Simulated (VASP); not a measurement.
**NdH2: structure and properties in VASP**

Wanted: the relaxed cell of NdH2 and its properties. The steps: magnetic order: ferromagnetic, magnetic order: antiferromagnetic, q = (0, 0, 1/2), magnetic order: antiferromagnetic, q = (1/2, 1/2, 0), the orders side by side, full relaxation (PBEsol + U), second relaxation, single point with fields (PBEsol + U), bands along the symmetry lines (PBEsol + U), total and projected DOS (PBEsol + U), volume scan with PBEsol + U and fit for PBEsol + U. The start is a cell from a database of measured crystal structures.

Main program and level: VASP 6.6.1; PBEsol, DFT+U (Nd f 5 eV), spin-polarised from a ferromagnetic start (one magnetic atom a cell); plane waves and PAW (Nd, H), in the first sound run; inputs show where later runs differ.

Report form: the programs' logs are mostly left out.

### 1. Starting point

The structure is cubic, space group Fm-3m (No. 225). Conventional cell: a = 5.470 Å, b = 5.470 Å, c = 5.470 Å, α = 90.00°, β = 90.00°, γ = 90.00°. Nearest to Nd lie 8 H at 2.37 Å. Nearest to H lie 4 Nd at 2.37 Å. Farther neighbours are not listed.

### 2. Magnetic order: ferromagnetic

The properties of a magnet depend on its order, so a few collinear patterns are compared first on the cell as listed, beginning with all moments parallel. PBEsol restores the gradient expansion of exchange and is tuned for the cells of solids. A Hubbard U penalises fractional filling of the localised shell, which semilocal functionals favour.

Contents of INCAR:

```
SYSTEM = NdH2
PREC = Accurate
ENCUT = 440
EDIFF = 1E-06
NELM = 150
ISMEAR = 0
SIGMA = 0.05
LREAL = .FALSE.
ALGO = Normal
GGA = PS
NBANDS = 17
ISPIN = 2
MAGMOM = 3 0 0
LDAU = .TRUE.
LDAUTYPE = 2
LDAUL = 3 -1
LDAUU = 5 0
LDAUJ = 0 0
LDAUPRINT = 1
LASPH = .TRUE.
LMAXMIX = 6
AMIX = 0.2
BMIX = 1E-04
AMIX_MAG = 0.8
BMIX_MAG = 1E-04
LORBIT = 11
LWAVE = .FALSE.
LCHARG = .FALSE.
KPAR = 8
ISIF = 2
```

Contents of POSCAR:

```
NdH2
1.0
    0.0000000000      2.7350000000      2.7350000000
    2.7350000000      0.0000000000      2.7350000000
    2.7350000000      2.7350000000      0.0000000000
Nd H
1 2
Direct
    0.0000000000      0.0000000000      0.0000000000
    0.2500000000      0.2500000000      0.2500000000
    0.7500000000      0.7500000000      0.7500000000
```

Contents of KPOINTS:

```
Automatic mesh
0
Gamma
7 7 7
0 0 0
```

PAW data sets: Nd and H (PBE family, release 64).

Started as:

```bash
$ mpirun -np 8 vasp_std
```

Wall time 17 s (8 MPI ranks of AMD EPYC 7R43, shared host); peak memory 1.4 GiB; 2.1 min of CPU time.

The k-mesh is coarse for a metal. DFT+U on an f shell has many metastable occupations, and no search among them was made. The PAW data sets were made with PBE, which is usual practice but a small mismatch for other functionals. At this level the cell is under a tension of 3.0 GPa, so at these settings it is away from equilibrium.

Numbers from this step:

```
SCF cycles                                        : 23
electrons                                         : 16
bands                                             : 17
irreducible k-points                              : 20
symmetry operations                               : 48
free energy (TOTEN)                               : -14.55 eV
energy at zero smearing                           : -14.55 eV
Fermi energy                                      : 3.972 eV
pressure                                          : -3.029 GPa
moment of the cell, from the last line of the log : 3.191 μB
metallic                                          : yes
```

Spin moment in the PAW sphere by atom:

```csv
atom,spin moment in the PAW sphere (μB)
Nd1,2.90
H2,-0.01
H3,-0.01
```

The run ends ferromagnetic with a largest moment of 2.90 μB, and the mesh shows no gap.

### 3. Magnetic order: antiferromagnetic, q = (0, 0, 1/2)

This step: PBEsol, DFT+U (Nd f 5 eV), spin-polarised from an antiferromagnetic start; plane waves and PAW (Nd, H) (VASP 6.6.1).

System of this step: NdH2. It takes space group Fm-3m (No. 225, cubic). The conventional cell has a = 5.470 Å, b = 5.470 Å, c = 5.470 Å, α = 90.00°, β = 90.00°, γ = 90.00°. Nearest to Nd lie 8 H at 2.37 Å. Nearest to H lie 4 Nd at 2.37 Å. Farther neighbours are not listed.

Next, a pattern with opposite moments, which needs a doubled cell; q is given in the reciprocal vectors of the primitive cell.

INCAR: that of step 2 with these lines changed.

```diff
@@ -10,5 +10,5 @@
 GGA = PS
-NBANDS = 17
+NBANDS = 25
 ISPIN = 2
-MAGMOM = 3 0 0
+MAGMOM = 3 -3 0 0 0 0
 LDAU = .TRUE.
```

Contents of POSCAR:

```
NdH2
1.0
    0.0000000000      2.7350000000      2.7350000000
    2.7350000000      0.0000000000      2.7350000000
    5.4700000000      5.4700000000      0.0000000000
Nd H
2 4
Direct
    0.0000000000      0.0000000000      0.0000000000
    0.0000000000      0.0000000000      0.5000000000
    0.2500000000      0.2500000000      0.1250000000
    0.2500000000      0.2500000000      0.6250000000
    0.7500000000      0.7500000000      0.3750000000
    0.7500000000      0.7500000000      0.8750000000
```

KPOINTS is that of step 2.

Started as:

```bash
$ mpirun -np 8 vasp_std
```

The job ended after 3 min (8 MPI ranks; peak memory 2.7 GiB; 24 min of CPU time).

At this level the cell is under a tension of 2.9 GPa, so at these settings it is away from equilibrium.

Numbers from this step:

```
SCF cycles              : 77
electrons               : 32
bands                   : 25
irreducible k-points    : 44
symmetry operations     : 12
free energy (TOTEN)     : -29.02 eV
energy at zero smearing : -29.02 eV
Fermi energy            : 3.936 eV
pressure                : -2.887 GPa
```

Spin moment in the PAW sphere by atom:

```csv
atom,spin moment in the PAW sphere (μB)
Nd1,2.90
Nd2,-2.90
H3,-0.01
H4,0.01
H5,0.01
H6,-0.01
```

The energy lies +14.5 meV an atom from the first pattern. The run ends antiferromagnetic with a largest moment of 2.90 μB, and the mesh shows no gap.

### 4. Magnetic order: antiferromagnetic, q = (1/2, 1/2, 0)

INCAR is that of step 3.

Contents of POSCAR:

```
NdH2
1.0
    2.7350000000      2.7350000000      0.0000000000
   -2.7350000000      2.7350000000      0.0000000000
    0.0000000000      0.0000000000      5.4700000000
Nd H
2 4
Direct
    0.0000000000      0.0000000000      0.0000000000
    0.5000000000      0.5000000000      0.5000000000
    0.5000000000      0.0000000000      0.2500000000
    0.0000000000      0.5000000000      0.7500000000
    0.5000000000      0.0000000000      0.7500000000
    0.0000000000      0.5000000000      0.2500000000
```

Contents of KPOINTS:

```
Automatic mesh
0
Gamma
6 6 4
0 0 0
```

Started as:

```bash
$ mpirun -np 8 vasp_std
```

Run time: 44 s. Hardware: 8 MPI ranks; peak memory 2 GiB.

This step gave:

```
SCF cycles              : 31
irreducible k-points    : 30
symmetry operations     : 16
free energy (TOTEN)     : -29.11 eV
energy at zero smearing : -29.11 eV
Fermi energy            : 3.880 eV
pressure                : -2.973 GPa
```

The energy lies -0.7 meV an atom from the first pattern. The run ends antiferromagnetic with a largest moment of 2.88 μB, and the mesh shows no gap.

### 5. The orders side by side

This step: collinear orders at PBEsol, DFT+U (Nd f 5 eV); plane waves and PAW (VASP 6.6.1).

No new run; the numbers come from the runs before.

Patterns, by row:

```csv
start,atoms,energy less that of the first (meV/atom),largest site moment (μB),end state
ferromagnetic,3,0,2.9,ferromagnetic
"antiferromagnetic, q = (0, 0, 1/2)",6,14.5,2.9,antiferromagnetic
"antiferromagnetic, q = (1/2, 1/2, 0)",6,-0.7,2.88,antiferromagnetic
```

The session goes on in this state: ferromagnetic. It is not the lowest: another run lies 0.75 meV an atom lower. Differences this small don't decide the order on unrelaxed cells.

### 6. Full relaxation (PBEsol + U)

This step: PBEsol, DFT+U (Nd f 5 eV), spin-polarised from a ferromagnetic start; plane waves and PAW (Nd, H) (VASP 6.6.1).

System of this step: NdH2. Symmetry: Fm-3m, No. 225, cubic system. Conventional cell: a = 5.470 Å, b = 5.470 Å, c = 5.470 Å, α = 90.00°, β = 90.00°, γ = 90.00°. Nd has 8 H at 2.37 Å nearest. Nearest to H lie 4 Nd at 2.37 Å. Farther neighbours are not listed.

The start need not lie at this functional's minimum. ISIF = 3 frees volume, shape and positions, and EDIFFG sets the threshold on forces and stress at which the search stops.

INCAR: that of step 4 with these lines changed.

```diff
@@ -10,5 +10,5 @@
 GGA = PS
-NBANDS = 25
+NBANDS = 17
 ISPIN = 2
-MAGMOM = 3 -3 0 0 0 0
+MAGMOM = 2.9 -0.01 -0.01
 LDAU = .TRUE.
@@ -29,2 +29,5 @@
 KPAR = 8
-ISIF = 2
+IBRION = 2
+NSW = 60
+ISIF = 3
+EDIFFG = -0.01
```

Contents of POSCAR:

```
NdH2
1.0
    0.0000000000      2.7350000000      2.7350000000
    2.7350000000      0.0000000000      2.7350000000
    2.7350000000      2.7350000000      0.0000000000
Nd H
1 2
Direct
    0.0000000000      0.0000000000      0.0000000000
    0.2500000000      0.2500000000      0.2500000000
    0.7500000000      0.7500000000      0.7500000000
```

Contents of KPOINTS:

```
Automatic mesh
0
Gamma
8 8 8
0 0 0
```

Started as:

```bash
$ mpirun -np 8 vasp_std
```

Run time: 57 s. Hardware: 8 MPI ranks; peak memory 1.6 GiB.

The magnetic order comes from the search above, where another run lay slightly lower; longer or canted patterns were not tried. The run keeps the 48 symmetry operations of its start, so it cannot find a distortion of lower symmetry.

The steps of the relaxation:

```csv
step,energy less that of the first step (eV),largest force (eV/Å),pressure (GPa),volume (Å³)
1,0.0000,0.0000,-3.14,40.92
2,-0.0174,0.0000,-0.33,39.35
3,-0.0176,0.0000,-0.13,39.19
4,-0.0171,0.0000,0.59,38.87
5,-0.0176,0.0000,0.08,39.13
```

```csv
"conventional cell, symmetrised",before,after,change
a (Å),5.470,5.389,-1.5 %
b (Å),5.470,5.389,-1.5 %
c (Å),5.470,5.389,-1.5 %
volume (Å³/atom),13.64,13.04,-4.4 %
```

The relaxed structure:

```
Nd H
1.0
     0.00000    2.69468    2.69468
     2.69468    0.00000    2.69468
     2.69468    2.69468    0.00000
Nd H
1 2
Direct
  0.00000 0.00000 0.00000
  0.25000 0.25000 0.25000
  0.75000 0.75000 0.75000
```

This step gave:

| Quantity | Value |
| --- | --- |
| electrons | 16 |
| bands | 17 |
| irreducible k-points | 29 |
| symmetry operations | 48 |
| free energy (TOTEN) | -14.58 eV |
| energy at zero smearing | -14.58 eV |
| Fermi energy | 4.249 eV |
| pressure | 0.07604 GPa |
| moment of the cell, from the last line of the log | 3.229 μB |
| SCF cycles over all ionic steps | 65 |

Spin moment in the PAW sphere by atom:

```csv
atom,spin moment in the PAW sphere (μB)
Nd1,2.90
H2,-0.01
H3,-0.01
```

It ends with forces that vanish by symmetry and a pressure of 0.08 GPa.

### 7. Second relaxation

A relaxation keeps the plane waves of the cell it began with, so it is repeated from the new cell, on a basis made for it. The mesh changes with the cell too.

INCAR is that of step 6.

Contents of POSCAR:

```
NdH2
1.0
    0.0000000000      2.6946752964      2.6946752964
    2.6946752964      0.0000000000      2.6946752964
    2.6946752964      2.6946752964      0.0000000000
Nd H
1 2
Direct
    0.0000000000      0.0000000000      0.0000000000
    0.2500000000      0.2500000000      0.2500000000
    0.7500000000      0.7500000000      0.7500000000
```

Contents of KPOINTS:

```
Automatic mesh
0
Gamma
9 9 9
0 0 0
```

Started as:

```bash
$ mpirun -np 8 vasp_std
```

Wall time 22 s (8 MPI ranks); peak memory 1.5 GiB.

Little changed from the start: no atom moved by 0.005 Å and no cell edge by 0.1 %.

Numbers from this step:

```yaml
irreducible_k_points: 35
free_energy_toten: -14.57 eV
energy_at_zero_smearing: -14.57 eV
fermi_energy: 4.164 eV
pressure: 0.07304 GPa
moment_of_the_cell_from_the_last_line_of_the_log: 3.242 μB
scf_cycles_over_all_ionic_steps: 24
```

It ends with forces that vanish by symmetry and a pressure of 0.07 GPa. The volume moved by under 0.01 %: the run met its threshold at the first step.

### 8. Single point with fields (PBEsol + U)

The relaxed cell gets a fresh self-consistent run, on a basis set for its own volume, to fix the density and to check the remaining stress.

INCAR: that of step 7 with these lines changed.

```diff
@@ -27,7 +27,5 @@
 LWAVE = .FALSE.
-LCHARG = .FALSE.
-KPAR = 8
-IBRION = 2
-NSW = 60
-ISIF = 3
-EDIFFG = -0.01
+LCHARG = .TRUE.
+ISIF = 2
+LELF = .TRUE.
+LVHAR = .TRUE.
```

POSCAR is that of step 7.

KPOINTS is that of step 7.

Started as:

```bash
$ mpirun -np 8 vasp_std
```

The job ended after 26 s (8 MPI ranks; peak memory 0.8 GiB).

With spin, VASP writes an ELF for each channel.

This step gave:

* SCF cycles: 23
* bands: 24
* pressure: 0.1585 GPa

Valence electrons inside each PAW sphere by angular momentum. Sphere charges, by row:

```csv
atom,s (e),p (e),d (e),f (e),tot (e)
Nd1,1.973,5.372,0.576,3.015,10.94
H2,0.544,0.005,0,0,0.549
H3,0.544,0.005,0,0,0.549
```

Spin density in the ac plane of a cell with a along [110], b along [-110] and c along [001] of the cube at fractional y = 0.000, with atoms of Nd and H within 0.2 Å of it.

Ten even steps from '0' (0.0 e/Å³) to '9' (4.3 e/Å³), each cell a mean:
```
730000000375100000015
100000000011000000001
000000000000000000000
000000000000000000000
000000000000000000000
000000000000000000000
000000000000000000000
000000000000000000000
000000000000000000000
000000000000000000000
000000000000000000000
000000000000000000000
310000000132000000002
941000001497200000027
```
Columns run along a (7.6 Å), rows up along c (5.4 Å), edges of the conventional cell, whose origin can differ from the input's. Atoms in or near the plane, at fractional coordinates: Nd at (0.00, 0.00), Nd at (0.50, 0.00), H at (0.25, 0.25), H at (0.75, 0.25), H at (0.25, 0.75), H at (0.75, 0.75).

Valence density in the ac plane of a cell with a along [110], b along [-110] and c along [001] of the cube at fractional y = 0.000, with atoms of Nd and H within 0.2 Å of it. It is the smooth field of the valence electrons, not physical close to the nuclei.

Ten even steps from '_' (0.1 e/Å³) to '@' (3.9 e/Å³), each cell a mean:
```
@@%%--__________--%%@@@@++..________..**@@
**==..__________..==**++::____________::++
....____..::..____......______....______..
________..--..______________..::::________
__________..__________________....________
__________________________________________
__________________________________________
__________________________________________
__________________________________________
________..::..________________....________
________..--..______________..::::________
--::______..______::--::..____....____..::
%%**::__________::**%%##--..________..==##
@@@@==__________==@@@@@@##::________::##@@
```
Columns run along a (7.6 Å), rows up along c (5.4 Å), edges of the conventional cell, whose origin can differ from the input's. Atoms in or near the plane, at fractional coordinates: Nd at (0.00, 0.00), Nd at (0.50, 0.00), H at (0.25, 0.25), H at (0.75, 0.25), H at (0.25, 0.75), H at (0.75, 0.75).

Electrostatic potential energy in the ac plane of a cell with a along [110], b along [-110] and c along [001] of the cube at fractional y = 0.000, with atoms of Nd and H within 0.2 Å of it. With pseudopotentials it is smooth inside the atoms' cores, unlike the true potential.

Values in eV, 8 rows by 16 columns, each cell a mean:
```
-35 -26  -9  -1   0  -5 -20 -33 -35 -26  -9  -1   0  -5 -20 -33
-13  -7  -2  -8 -13  -2  -5 -11 -13  -7  -2  -8 -13  -2  -5 -11
  1   2   2  -4  -7   1   2   1   1   2   2  -4  -7   1   2   1
  3   3   2   1   1   2   3   3   3   3   2   1   1   2   3   3
  3   3   2   1   1   2   3   3   3   3   2   1   1   2   3   3
  0   1   1  -8 -13   0   1   0   0   1   1  -8 -13   0   1   0
-19 -12  -3  -5  -8  -2  -8 -17 -19 -12  -3  -5  -8  -2  -8 -17
-37 -28 -11  -1   0  -6 -22 -36 -37 -28 -11  -1   0  -6 -22 -36
```
Columns run along a (7.6 Å; values clipped at the 3rd and 97th percentile), rows up along c (5.4 Å), edges of the conventional cell, whose origin can differ from the input's. Atoms in or near the plane, at fractional coordinates: Nd at (0.00, 0.00), Nd at (0.50, 0.00), H at (0.25, 0.25), H at (0.75, 0.25), H at (0.25, 0.75), H at (0.75, 0.75).

In this run the pressure is 0.16 GPa, small enough to go on.

### 9. Bands along the symmetry lines (PBEsol + U)

The mesh alone shows little of the dispersion and can miss band extrema, so KPOINTS_OPT adds a path through the symmetry points after the self-consistent cycle.

INCAR: that of step 8 with these lines changed.

```diff
@@ -10,5 +10,5 @@
 GGA = PS
-NBANDS = 17
+NBANDS = 24
 ISPIN = 2
-MAGMOM = 2.9 -0.01 -0.01
+MAGMOM = 2.91 -0.011 -0.011
 LDAU = .TRUE.
@@ -27,5 +27,3 @@
 LWAVE = .FALSE.
-LCHARG = .TRUE.
-ISIF = 2
-LELF = .TRUE.
-LVHAR = .TRUE.
+LCHARG = .FALSE.
+KPAR = 8
```

POSCAR is that of step 8.

KPOINTS is that of step 8.

Contents of KPOINTS_OPT:

```
Line mode
16
Line-mode
Reciprocal
  0.00000000   0.00000000   0.00000000 GAMMA
  0.50000000   0.00000000   0.50000000 X

  0.50000000   0.00000000   0.50000000 X
  0.50000000   0.25000000   0.75000000 W

  0.50000000   0.25000000   0.75000000 W
  0.37500000   0.37500000   0.75000000 K

  0.37500000   0.37500000   0.75000000 K
  0.00000000   0.00000000   0.00000000 GAMMA

  0.00000000   0.00000000   0.00000000 GAMMA
  0.50000000   0.50000000   0.50000000 L

  0.50000000   0.50000000   0.50000000 L
  0.62500000   0.25000000   0.62500000 U

  0.62500000   0.25000000   0.62500000 U
  0.50000000   0.25000000   0.75000000 W

  0.50000000   0.25000000   0.75000000 W
  0.50000000   0.50000000   0.50000000 L

  0.50000000   0.50000000   0.50000000 L
  0.37500000   0.37500000   0.75000000 K

  0.62500000   0.25000000   0.62500000 U
  0.50000000   0.00000000   0.50000000 X
```

Started as:

```bash
$ mpirun -np 8 vasp_std
```

Wall time 46 s (8 MPI ranks); peak memory 1.8 GiB.

Spin-orbit coupling is off here; with elements this heavy it splits and shifts levels by tenths of an eV or more.

This step gave:

```yaml
scf_cycles: 22
pressure: -0.004324 GPa
moment_of_the_cell_from_the_last_line_of_the_log: 3.243 μB
```

Spin up. Electronic bands along the path, in eV, zero at the Fermi level; # counts the bands kept:

```csv
point,#3,#4,#5,#6,#7,#8,#9,#10
Γ,-3.97,-3.97,-1.90,0.96,0.96,0.96,1.03,1.03
0.47 of the way,-4.03,-4.03,-3.75,0.36,1.12,1.12,1.49,1.84
X,-4.09,-4.09,-2.70,-1.96,1.23,1.23,1.45,1.55
0.47 of the way,-4.10,-4.09,-3.02,-1.57,1.24,1.24,1.39,1.55
W,-4.12,-3.86,-3.86,-0.90,1.27,1.29,1.29,1.55
0.53 of the way,-4.11,-4.07,-3.44,-1.03,1.25,1.26,1.33,1.55
K,-4.11,-4.07,-3.28,-1.13,1.23,1.26,1.34,1.56
0.53 of the way,-4.04,-3.99,-3.55,0.55,1.08,1.13,1.47,1.54
Γ,-3.97,-3.97,-1.90,0.96,0.96,0.96,1.03,1.03
0.47 of the way,-4.04,-3.97,-3.17,0.89,1.02,1.02,1.44,1.44
L,-4.11,-3.96,-2.66,0.80,1.01,1.01,1.25,1.25
0.47 of the way,-4.11,-4.01,-3.14,-0.07,1.23,1.25,1.27,1.58
U,-4.11,-4.07,-3.28,-1.13,1.23,1.26,1.34,1.56
0.47 of the way,-4.11,-4.07,-3.44,-1.03,1.25,1.27,1.33,1.55
W,-4.12,-3.86,-3.86,-0.90,1.27,1.29,1.29,1.55
0.47 of the way,-4.11,-4.03,-3.39,-0.36,1.25,1.26,1.28,1.57
L,-4.11,-3.96,-2.66,0.80,1.01,1.01,1.25,1.25
0.47 of the way,-4.11,-4.01,-3.14,-0.07,1.23,1.25,1.27,1.58
K,-4.11,-4.07,-3.28,-1.13,1.23,1.26,1.34,1.56
jump to U,-4.11,-4.07,-3.28,-1.13,1.23,1.26,1.34,1.56
0.47 of the way,-4.10,-4.08,-2.90,-1.70,1.23,1.24,1.41,1.55
X,-4.09,-4.09,-2.70,-1.96,1.23,1.23,1.45,1.55
```

The largest weight of each band there:

```csv
point,#3,#4,#5,#6,#7,#8,#9,#10
Γ,Nd 1.00,Nd 1.00,H 0.62,Nd 0.96,Nd 0.96,Nd 0.96,Nd 1.00,Nd 1.00
X,Nd 1.00,Nd 1.00,H 0.64,Nd 0.97,Nd 1.00,Nd 1.00,Nd 0.99,Nd 1.00
W,Nd 1.00,H 0.51,H 0.51,Nd 0.98,Nd 1.00,Nd 1.00,Nd 1.00,Nd 1.00
K,Nd 1.00,Nd 1.00,H 0.61,Nd 0.97,Nd 1.00,Nd 1.00,Nd 1.00,Nd 1.00
Γ,Nd 1.00,Nd 1.00,H 0.62,Nd 0.96,Nd 0.97,Nd 0.97,Nd 1.00,Nd 1.00
L,Nd 1.00,Nd 1.00,H 0.64,Nd 1.00,Nd 0.98,Nd 0.98,Nd 1.00,Nd 1.00
```

Spin down. Electronic bands along the path, in eV, zero at the Fermi level; # counts the bands kept:

```csv
point,#1,#2,#3,#4,#5,#6,#7
Γ,-6.81,-1.77,1.44,1.44,1.44,2.54,2.54
0.47 of the way,-5.23,-3.62,1.07,2.33,2.33,2.66,2.71
X,-4.82,-2.47,-1.53,2.80,2.80,2.85,3.02
0.47 of the way,-4.54,-2.80,-1.14,2.77,2.82,2.85,2.96
W,-3.70,-3.70,-0.42,2.05,2.83,2.85,2.86
0.53 of the way,-4.17,-3.25,-0.58,2.46,2.84,2.85,2.85
K,-4.35,-3.08,-0.68,2.74,2.84,2.85,2.91
0.53 of the way,-5.26,-3.42,1.28,2.19,2.31,2.61,2.63
Γ,-6.81,-1.77,1.44,1.44,1.44,2.54,2.54
0.47 of the way,-5.77,-3.02,1.74,1.74,2.23,2.59,2.59
L,-5.37,-2.44,1.48,1.48,2.09,2.80,2.80
0.47 of the way,-4.82,-2.93,0.46,2.02,2.64,2.78,2.82
U,-4.35,-3.08,-0.68,2.74,2.84,2.85,2.91
0.47 of the way,-4.17,-3.25,-0.58,2.46,2.84,2.85,2.85
W,-3.70,-3.70,-0.42,2.05,2.83,2.85,2.86
0.47 of the way,-4.48,-3.20,0.15,2.21,2.74,2.81,2.83
L,-5.37,-2.44,1.48,1.48,2.09,2.80,2.80
0.47 of the way,-4.82,-2.93,0.46,2.02,2.64,2.78,2.82
K,-4.35,-3.08,-0.68,2.74,2.84,2.85,2.91
jump to U,-4.35,-3.08,-0.68,2.74,2.84,2.85,2.91
0.47 of the way,-4.65,-2.68,-1.27,2.79,2.82,2.85,2.98
X,-4.82,-2.47,-1.53,2.80,2.80,2.85,3.02
```

The largest weight of each band there:

```csv
point,#1,#2,#3,#4,#5,#6,#7
Γ,H 0.71,H 0.72,Nd 0.96,Nd 0.96,Nd 0.96,Nd 1.00,Nd 1.00
X,H 0.61,H 0.65,Nd 0.97,Nd 1.00,Nd 1.00,Nd 1.00,Nd 0.99
W,H 0.61,H 0.61,Nd 0.98,Nd 0.98,Nd 1.00,Nd 1.00,Nd 1.00
K,H 0.61,H 0.62,Nd 0.97,Nd 1.00,Nd 1.00,Nd 1.00,Nd 1.00
Γ,H 0.71,H 0.72,Nd 0.96,Nd 0.96,Nd 0.96,Nd 1.00,Nd 1.00
L,H 0.65,H 0.66,Nd 0.97,Nd 0.98,Nd 0.99,Nd 1.00,Nd 1.00
```

There is no gap at this level.

[end of part 1 of 2]

[Lines on the potential files, build, host, timing and source positions are cut from VASP's logs without a mark.]

[Logs are printed without paths, hosts, clocks, repeated set-up lines and the standing remarks that a program may print on its own settings, such as how far it seeks lower states.]

[Hosts, paths, dates, database ids (printed as entryN), source tags and the programs' standing remarks are cut or masked in the printed files.]

[Measured values are set beside computed ones only where the two were judged alike; some that the calculation misses by far are left out.]

[In band tables of VASP the shares of atoms and orbitals are scaled to a sum of 1 inside the atoms' spheres.]
